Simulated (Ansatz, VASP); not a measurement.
# WSe2: VASP beside Ansatz, part 2 of 2

One calculation is typed for both programs; each brings its own data sets. How far apart do they land? The cell is taken from a series of runs on this material, whose earlier steps may have relaxed, scaled, displaced or heated it; both programs get it as it stands.

VASP 6.6.1 and Ansatz 0.2.0.

So far. Step 2 (VASP: single point, HSE06): The run ends at a pressure of -1.99 GPa, with forces up to 0.73 eV/Å.

## 3. Ansatz: single point, HSE06

Level of this step: Ansatz beside VASP: Kohn-Sham DFT, plane waves, HSE06 (Ansatz).

Ansatz runs on its default PAW (the set named soft_2) files.

The same cell, functional and mesh now go to Ansatz, which takes its cutoff from its data sets.

The input, input.yaml:

```yaml
crystal:
  lattice:
    - [3.2790161212, 0.0, 0.0]
    - [-1.6395080606, 2.8397112604, 0.0]
    - [0.0, 0.0, 12.7885090968]
  atoms:
    - { symbol: W, position: [0.3333333333, 0.6666666667, 0.25] }
    - { symbol: W, position: [0.6666666667, 0.3333333333, 0.75] }
    - { symbol: Se, position: [0.3333333333, 0.6666666667, 0.6182884982] }
    - { symbol: Se, position: [0.6666666667, 0.3333333333, 0.1182884982] }
    - { symbol: Se, position: [0.3333333333, 0.6666666667, 0.8817115018] }
    - { symbol: Se, position: [0.6666666667, 0.3333333333, 0.3817115018] }
kpoints:
  mp_grid: { grid: [6, 6, 2] }
  band_path:
    path:
      - [0.0, 0.0, 0.0]
      - [0.5, 0.0, 0.0]
      - [0.33333333, 0.33333333, 0.0]
      - [0.0, 0.0, 0.5]
      - [0.5, 0.0, 0.5]
      - [0.33333333, 0.33333333, 0.5]
      - [0.1666666667, 0.1666666667, 0.0]
    npoints: 1
hamiltonian:
  xc: hse06
scf:
  occupations: { method: fixed }
  n_extra_bands: 6
output:
  eigenvalues: true
  write_density: true
  write_potential: true
  elf: true
  volumetric_format: npy
```

Launch:

```bash
$ ansatz run input.yaml --threads 3 --pin off --max-ram 92160MiB --backend cuda --events-out ev --progress --plain --runs-dir out --devices 1 --max-vram 13GiB
```

Numbers of over 12 decimals in the logs are rounded to 6 here.

Output:

```text
scf.n_extra_bands = 6 over 46 filled bands (N_el = 92.0): the run solves 52 bands
GPUs: using 1 of 1 available (devices: 1).
Engine: ansatz 0.2.0, x86_64-unknown-linux-gnu
Pseudopotentials: kind: paw
Pseudopotential: W, paw, valence charge 14, recommended cutoff 420 eV (normal), W.paw.azcp
Pseudopotential: Se, paw, valence charge 16, recommended cutoff 420 eV (normal), Se.paw.azcp
Functional definition: HSE06
  parameter a = 0.25
  parameter omega = 0.11/bohr
  exchange = pbe_x - a*pbe_x_sr(omega) + a*exact_x_sr(omega)
  correlation = pbe_c
davidson cushion auto → on  (no smearing: the cushion is to keep the highest requested band from converging to the state above it; pin scf.eigensolver.cushion to override)
device memory: the entry about to start is reckoned to put 2.4 GiB on a device that reports 46.5 GiB free (of which the cap on the GPU budget leaves the run 13.0 GiB)
GPU FFT provider: cuFFT
GPU libraries: cuBLAS 13.8.2, cuFFT 12.4.0, cuSOLVER 12.3.4
Crystal: 6 atoms, lattice volume = 119.080 Å³
Basis set: ecut = 420 eV, 2347 PW (Γ)
Bands: 52, of which v1, the nominal top of the filled ones, is band 46 counted from 1 (45 counted from 0)
Symmetry: 24 space group operations
Space group: P63/mmc (ITA 194), of the structure as read, at distance tolerance 4.9e-5 Å
k-points: 14 of 72
Non-local potential: W, projectors of the file, l = 0: 3, l = 1: 2, l = 2: 2, l = 3: 1
Non-local potential: Se, projectors of the file, l = 0: 2, l = 1: 2, l = 2: 3, l = 3: 1
PAW form: soft (Blöchl's): semilocal exchange-correlation on the pseudo side does not see the compensation charge
PAW frozen core: W, regenerated for the run's functional, and the local potential with it (the file was generated under x = pbe(κ = 0.804, μ = 0.219515), c = pbe(β = 0.066725))
PAW frozen core: Se, regenerated for the run's functional, and the local potential with it (the file was generated under x = pbe(κ = 0.804, μ = 0.219515), c = pbe(β = 0.066725))
PAW one-centre angular grid: W, 590 points (default); XC on 64 Gauss nodes
PAW one-centre angular grid: Se, 590 points (default); XC on 64 Gauss nodes
Initial density: superposition of atomic densities (neutral atoms: chi_scale 0, normalization atom), corrected by the library's trained network
Initial wavefunctions: pseudopotential atomic-orbital guess
GPU buffer pool allocated for 51840 grid points (all kernels)
GPU transforms: local potential and band sums: pruned to the plane-wave sphere, on 24×24×90
Functional: x = pbe(κ = 0.804, μ = 0.219515), c = pbe(β = 0.066725), warm-up for x = pbe(κ = 0.804, μ = 0.219515) + 0.25 (exact − pbe) at short range (hse, ω = 0.207870 Å⁻¹), c = pbe(β = 0.066725); HSE06 as pw.x's `hse` composes it (authors' and Libxc's form: `xc: wpbeh`)
SCF iter   1: F=—  HF=-42649.155224 eV  |F-HF|=—  |Δ(HF+E_count)|=         —  Δρ=6.59e-3  dr2=7.29e-2  ethr=1.77e-3  ⟨swp⟩=5.2  Hψ=2875  notcnv=0
preconditioner: auto → none  [insulator: Δε(μ)=0.880 eV  Ē_g=8.064 eV  n_scr=40 (ndim 8)  ℏωp=20.4 eV  f_vac=0.036]
SCF iter   2: F=—  HF=-42649.197068 eV  |F-HF|=—  |Δ(HF+E_count)|=   4.18e-2  Δρ=8.41e-3  dr2=3.15e-1  ethr=7.92e-5  ⟨swp⟩=4.0  Hψ=2053  notcnv=0
iter 3 solved again at ethr=5.09e-6 eV; its pass at ethr=7.92e-5 eV (dr2=4.68e-3 eV) is discarded
SCF iter   3: F=—  HF=-42649.153733 eV  |F-HF|=—  |Δ(HF+E_count)|=   4.33e-2  Δρ=2.13e-3  dr2=4.74e-3  ethr=5.09e-6  ⟨swp⟩=2.3  Hψ=3438  notcnv=0
SCF iter   4: F=—  HF=-42649.155273 eV  |F-HF|=—  |Δ(HF+E_count)|=   1.54e-3  Δρ=6.90e-4  dr2=1.49e-4  ethr=5.09e-6  ⟨swp⟩=3.0  Hψ=1719  notcnv=0
SCF iter   5: F=-42649.155590 eV  HF=-42649.155591 eV  |F-HF|=1.02e-6  |Δ(HF+E_count)|=   3.18e-4  Δρ=9.86e-5  dr2=5.55e-6  ethr=1.62e-7  ⟨swp⟩=3.9  Hψ=2314  notcnv=0
SCF 1 stopped early in 5 iterations: F = -42649.155590 eV  dr2 = 5.55e-6
  greatest PAW one-centre occupation: 1.000 electrons in one spin orbital (limit 2), on the Se atom at site 5 (counted from 0), in its partial waves of l = 2
device memory: the entry about to start is reckoned to put 3.0 GiB on a device that reports 46.6 GiB free (of which the cap on the GPU budget leaves the run 13.0 GiB)
GPU FFT provider: cuFFT
GPU libraries: cuBLAS 13.8.2, cuFFT 12.4.0, cuSOLVER 12.3.4
Initial density: handed on by an earlier stage of this run
Initial wavefunctions: those handed on with the density
GPU buffer pool allocated for 51840 grid points (all kernels)
GPU transforms: local potential and band sums: pruned to the plane-wave sphere, on 24×24×90
Functional: x = pbe(κ = 0.804, μ = 0.219515) + 0.25 (exact − pbe) at short range (hse, ω = 0.207870 Å⁻¹), c = pbe(β = 0.066725); HSE06 as pw.x's `hse` composes it (authors' and Libxc's form: `xc: wpbeh`)
Exchange kernel: α = 0.2500, screened, ω = 0.2079 Å⁻¹, Wigner–Seitz truncation, v(0) = 1045.1072 eV·Å³, q-mesh 6×6×2, nearest image of the exchange supercell L = 19.67 Å, pair-density grid 15×15×60, without the augmentation charges, whose exchange is taken in its separable form by FFT convolution over the k-point mesh (sized by the pseudopotential files, 20×20×90 at the most), smooth part of the exact exchange by density-matrix convolution in up to 4.54 GiB of GPU memory as planned if the GPU has room (build and FFT work areas not counted)
Frozen-core exchange: fock
SCF iter   1: F=—  HF=-42657.136771 eV  |F-HF|=—  |Δ(HF+E_count)|=         —  Δρ=7.10e-3  dr2=1.29e-1  ethr=6.04e-8  ⟨swp⟩=7.4  Hψ=4071  notcnv=0
preconditioner: auto → none  [insulator: Δε(μ)=1.311 eV  Ē_g=9.330 eV  n_scr=40 (ndim 8)  ℏωp=20.4 eV  f_vac=0.030]
SCF iter   2: F=—  HF=-42657.095240 eV  |F-HF|=—  |Δ(HF+E_count)|=   4.15e-2  Δρ=2.29e-3  dr2=6.83e-3  ethr=6.04e-8  ⟨swp⟩=5.0  Hψ=3171  notcnv=0
SCF iter   3: F=—  HF=-42657.112895 eV  |F-HF|=—  |Δ(HF+E_count)|=   1.77e-2  Δρ=1.31e-3  dr2=1.39e-3  ethr=6.04e-8  ⟨swp⟩=4.3  Hψ=3044  notcnv=0
SCF iter   4: F=—  HF=-42657.112449 eV  |F-HF|=—  |Δ(HF+E_count)|=   4.46e-4  Δρ=4.00e-4  dr2=1.76e-4  ethr=6.04e-8  ⟨swp⟩=4.0  Hψ=2515  notcnv=0
SCF iter   5: F=—  HF=-42657.112443 eV  |F-HF|=—  |Δ(HF+E_count)|=   6.48e-6  Δρ=4.48e-5  dr2=5.46e-5  ethr=6.04e-8  ⟨swp⟩=3.0  Hψ=1758  notcnv=0
SCF iter   6: F=—  HF=-42657.112940 eV  |F-HF|=—  |Δ(HF+E_count)|=   4.98e-4  Δρ=1.14e-4  dr2=4.38e-5  ethr=1.68e-9  ⟨swp⟩=4.3  Hψ=3044  notcnv=0
SCF iter   7: F=-42657.112930 eV  HF=-42657.112931 eV  |F-HF|=5.62e-7  |Δ(HF+E_count)|=   9.44e-6  Δρ=2.52e-5  dr2=1.66e-6  ethr=1.68e-9  ⟨swp⟩=4.1  Hψ=2473  notcnv=0
SCF 2 stopped early in 7 iterations: F = -42657.112930 eV  dr2 = 1.66e-6
hybrid outer 1: dexx = +2.285e-2 eV, tail = 1.96e-4 eV
GPU FFT provider: cuFFT
GPU libraries: cuBLAS 13.8.2, cuFFT 12.4.0, cuSOLVER 12.3.4
GPU buffer pool allocated for 51840 grid points (all kernels)
GPU transforms: local potential and band sums: pruned to the plane-wave sphere, on 24×24×90
Exchange kernel: α = 0.2500, screened, ω = 0.2079 Å⁻¹, Wigner–Seitz truncation, v(0) = 1045.1072 eV·Å³, q-mesh 6×6×2, nearest image of the exchange supercell L = 19.67 Å, pair-density grid 15×15×60, without the augmentation charges, whose exchange is taken in its separable form by FFT convolution over the k-point mesh (sized by the pseudopotential files, 20×20×90 at the most), smooth part of the exact exchange by density-matrix convolution in up to 4.54 GiB of GPU memory as planned if the GPU has room (build and FFT work areas not counted)
Frozen-core exchange: fock
SCF iter   1: F=—  HF=-42657.113509 eV  |F-HF|=—  |Δ(HF+E_count)|=         —  Δρ=6.11e-5  dr2=3.12e-6  ethr=1.06e-6  ⟨swp⟩=2.1  Hψ=1611  notcnv=0
preconditioner: auto → none  [insulator: Δε(μ)=1.353 eV  Ē_g=9.259 eV  n_scr=40 (ndim 8)  ℏωp=20.4 eV  f_vac=0.033]
SCF iter   2: F=—  HF=-42657.113511 eV  |F-HF|=—  |Δ(HF+E_count)|=   2.23e-6  Δρ=2.55e-5  dr2=1.02e-6  ethr=2.86e-9  ⟨swp⟩=4.0  Hψ=2684  notcnv=0
iter 3 solved again at ethr=3.64e-11 eV; its pass at ethr=5.76e-10 eV (dr2=3.35e-8 eV) is discarded
SCF iter   3: F=—  HF=-42657.113511 eV  |F-HF|=—  |Δ(HF+E_count)|=   1.77e-7  Δρ=4.68e-6  dr2=4.41e-7  ethr=3.64e-11  ⟨swp⟩=2.0  Hψ=3736  notcnv=0
SCF iter   4: F=—  HF=-42657.113513 eV  |F-HF|=—  |Δ(HF+E_count)|=   2.46e-6  Δρ=1.02e-5  dr2=1.65e-7  ethr=3.64e-11  ⟨swp⟩=4.8  Hψ=2943  notcnv=0  defer=1
SCF iter   5: F=-42657.113513 eV  HF=-42657.113513 eV  |F-HF|=3.83e-8  |Δ(HF+E_count)|=   3.49e-8  Δρ=3.44e-6  dr2=6.33e-8  ethr=3.64e-11  ⟨swp⟩=3.0  Hψ=1971  notcnv=0
SCF 3 converged in 5 iterations: F = -42657.113513 eV  dr2 = 6.33e-8
hybrid outer 2: dexx = +3.380e-6 eV, tail = 2.23e-7 eV, Δε = 1.31e-3 eV (about 8.29e-5 eV left of the loop's levels)
device memory: the entry about to start is reckoned to put 0.9 GiB on a device that reports 57.3 GiB free (of which the cap on the GPU budget leaves the run 13.0 GiB)
NSCF: frozen V_eff on 7 k-points
hybrid SCF converged: 2 outer / 12 inner (+5 warm-up), last move |dexx| = 3.38e-6 eV, tail = 2.23e-7 eV
Stability not checked: this state was not tested for a lower state beside it, because the functional holds exact exchange (a hybrid, or Hartree-Fock), whose exchange loop this test does not read (fock_operator; see scf.lower_state_search)
Free energy (F): -42657.113514 eV
Frozen-core exchange: fock
Harris-Foulkes:  -42657.113514 eV  (|F-HF|=3.83e-8)
Internal energy: -42657.113514 eV  (E = F + TS)
E sigma→0 (E₀):  -42657.113514 eV
Fermi energy:    13.033232 eV
--- Per-component energies (eV) ---
  E_band       = -1905.683727
  E_kinetic    = 1372.776994
  E_local      = -11061.048117  (includes V_loc(G=0)·N_el)
  E_nonlocal   = -2380.168006
  E_hartree    = 5330.157361
  E_xc         = -761.115154
  E_vxc        = -695.854605  (∫ρ·V_xc dr)
  E_exx        = -354.565719  (= α·E_x^exact, valence–valence)
  E_paw        = -24606.728348  (= ΣΔE_a)
  E_vpaw       = 907.423685  (= ΣTr[D̂ρ^β])
  E_aug_tail   = -0.002518  (compensation charges beyond the density's cutoff)
  E_ewald      = -10186.290411
  E_core_change = -10.129596  (= ΣΔE_core)
  E_smearing   = -0.000000  (= −TS)
  E_closure    = -0.000000  (closes the sum)
  Σ components = -42657.113514   (vs F -42657.113514, Δ=0.00e0)
--- Band table (eV; the first three rows and the last of 14) ---
  k-point 0: bands = [... 42 lower, 11.3909, 11.6976, 11.8432, 13.0332, 16.2946, 16.2946, 16.3171, 16.3171, ... 2 higher]
  k-point 1: bands = [... 42 lower, 11.3498, 11.3498, 12.7786, 12.7786, 16.2872, 16.2872, 16.2872, 16.2872, ... 2 higher]
  k-point 2: bands = [... 42 lower, 10.9086, 11.7288, 11.7736, 12.2388, 15.2066, 15.7915, 15.8465, 15.9208, ... 2 higher]
  k-point 13: bands = [... 42 lower, 9.8316, 9.8316, 12.6455, 12.6455, 14.8594, 14.8594, 15.9968, 15.9968, ... 2 higher]
```

## 4. Comparison

Known differences besides the potentials themselves: exact exchange at q = 0 is treated differently, which shows on coarse meshes; VASP keeps PBE cores, Ansatz makes them for the functional; fixed occupations in Ansatz, narrow Gaussian smearing in VASP; the data sets hold 92 valence electrons in Ansatz (on its default PAW (the set named soft_2) files) and 36 in VASP; the cutoff is 420 eV in Ansatz and 400 eV in VASP; VASP takes a coarser grid for exact exchange (PRECFOCK = Fast). Total energies have different zeros and are not compared.

Both answers:

```
              quantity  Ansatz   VASP  difference
gap on the k mesh (eV)   1.353  1.375      -0.022
```

A gap on the mesh is an upper bound, since the band edges may lie between its points; neither run holds spin-orbit coupling, which can move the band edges of a compound of W.

## 5. Summary of results

```json
{"difference in gap on the k mesh (single point, HSE06)": "-0.022 eV"}
```

In words: The difference in gap on the k mesh is -0.022 eV (single point, HSE06), within the 0.08 eV picked in this series as the mark of a large difference. The data sets hold unlike numbers of valence electrons (92 in Ansatz and 36 in VASP), so part of the differences comes from the potentials. Such differences can come from data sets, numerical settings and the points named under the comparisons, not from the functional's error against experiment.

[Lines on the potential files, build, host, timing and source positions are cut from VASP's logs without a mark.]

[Logs are printed without paths, hosts, clocks, repeated set-up lines and the standing remarks that a program may print on its own settings, such as how far it seeks lower states.]

[Hosts, paths, dates, database ids (printed as entryN), source tags and the programs' standing remarks are cut or masked in the printed files.]
